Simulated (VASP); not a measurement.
An input for Quantum ESPRESSO's pw.x (written as the equivalent of a VASP run, and not itself run):

```
&CONTROL
  calculation = 'scf'
  pseudo_dir = './pseudo'
  outdir = './out'
  tprnfor = .true.
  tstress = .true.
/
&SYSTEM
  ibrav = 0
  nat = 3
  ntyp = 2
  ecutwfc = 84
  occupations = 'smearing'
  smearing = 'gaussian'
  degauss = 0.003675
  input_dft = 'vdw-df2'
/
&ELECTRONS
  conv_thr = 7.3e-09
  electron_maxstep = 100
/
ATOMIC_SPECIES
  Ca 40.078 Ca.upf
  F 18.998 F.upf
CELL_PARAMETERS angstrom
     0.0000000    2.7754926    2.7754926
     2.7754926    0.0000000    2.7754926
     2.7754926    2.7754926    0.0000000
ATOMIC_POSITIONS crystal
  Ca   0.0000000  1.0000000  0.0000000
  F    0.2500000  0.2500000  0.2500000
  F    0.7500000  0.7500000  0.7500000
K_POINTS automatic
  7 7 7 0 0 0
```

Task: Write the VASP files for the same calculation (vdW-DF2).

Result: One answer among several that fit: 
**INCAR**
```
SYSTEM = CaF2
PREC = Accurate; ENCUT = 520; LREAL = F
LASPH = T
EDIFF = 1E-7; NELM = 100; ALGO = Normal
ISMEAR = 0; SIGMA = 0.05
GGA = ML; LUSE_VDW = T; AGGAC = 0.0
ZAB_VDW = -1.8867
ISIF = 2
LWAVE = F; LCHARG = F
```

**POSCAR**
```
CaF2
3.9251390
  0.0000000000   0.7071068199   0.7071068199
  0.7071068199   0.0000000000   0.7071068199
  0.7071068199   0.7071068199   0.0000000000
Ca F
1 2
Cartesian
  0.7071068199   0.0000000000   0.7071068199
  0.3535534100   0.3535534100   0.3535534100
  1.0606602299   1.0606602299   1.0606602299
```

File KPOINTS:
```
Regular mesh
0
gamma
 7 7 7
0 0 0
```

POTCAR, in this order: Ca_sv F (PBE.64 set). Program: vasp_std.

Limits of the translation: the potentials are each code's own (VASP's PAW set, PseudoDojo norm-conserving files in pw.x), so ENCUT and ecutwfc are chosen apart and not converted; conv_thr bounds pw.x's estimated SCF error, while EDIFF bounds the energy change between steps.

The compound is CaF2 in the fluorite structure. It was relaxed first, which changed the volume by +5 %.
